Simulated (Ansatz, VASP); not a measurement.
**Ge3W2: VASP beside Ansatz**

```
Ge W
1.0
     3.55456    0.00000    0.00000
     0.00000    3.55456    0.00000
     0.00000    0.00000    7.33683
Ge W
3 2
Direct
  0.50000 0.00000 0.96925
  0.00000 0.50000 0.96925
  0.00000 0.00000 0.37379
  0.00000 0.00000 0.71585
  0.50000 0.50000 0.24186
```

Change from the starting cell: species swapped into the Cu3Te2 type (P4mm, No. 99).

Alike in both runs: functional PBE; k mesh 6 × 6 × 4; occupations gaussian, width 0.1 eV; no spin polarisation.

Ansatz relaxed the structure, and its values are those at the end. VASP's run is a single point on that final structure, the one shown.

|  | VASP | Ansatz |
| --- | --- | --- |
| version | VASP 6.6.1 | Ansatz 0.2.0 |
| potentials or method | VASP PAW PBE potentials, release 64 (Ge_d, W_sv) | scalar-relativistic, plane waves, PAW |
| plane-wave cutoff (eV) | 520 | 420 |
| valence electrons in the cell | 70 | 70 |

Ansatz gave:

- gap on the k mesh at the Fermi level (eV): none
- pressure (GPa): 0.0
- rms of the force components (eV/Å): 0.002

Q: What did VASP give for the same quantities?

A: gap on the k mesh at the Fermi level (eV): none; pressure (GPa): 0.2; rms of the force components (eV/Å): 0.004.

A gap of «none» marks a metal or a gap that the smearing closes. The functional is the same, so the differences come from potentials, cutoffs and numerics.

The runs have no spin-orbit coupling, so splittings on W are missing.
